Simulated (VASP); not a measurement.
Input:

```
CaKF3
1.0
    4.42413     0.00000     0.00000
    0.00000     4.42413     0.00000
    0.00000     0.00000     4.42413
K Ca F
1 1 3
Direct
  0.50000   0.50000   0.50000
  0.00000   0.00000   0.00000
  0.00000   0.50000   0.00000
  0.50000   0.00000   0.00000
  0.00000   0.00000   0.50000
```

Computed with r2SCAN meta-GGA, VASP's PBE PAW potentials (set 64) (plane waves; VASP). Run with 520 eV cut-off, 5×5×5 Γ-centred mesh, Gaussian smearing of 0.050 eV, potentials K_sv Ca_sv F.

**Question.** Predict the energy per atom (σ→0).

**Answer.** 
```json
{
  "energy per atom (σ→0)": "-8.149 eV/atom"
}
```

The absolute energy has meaning only against runs of the same code, potentials and settings.

The structure comes from a computed database's KCaF3 entry (Pm-3m); how it stands against other phases isn't given here. It was relaxed first. The start is the result of an earlier pass.
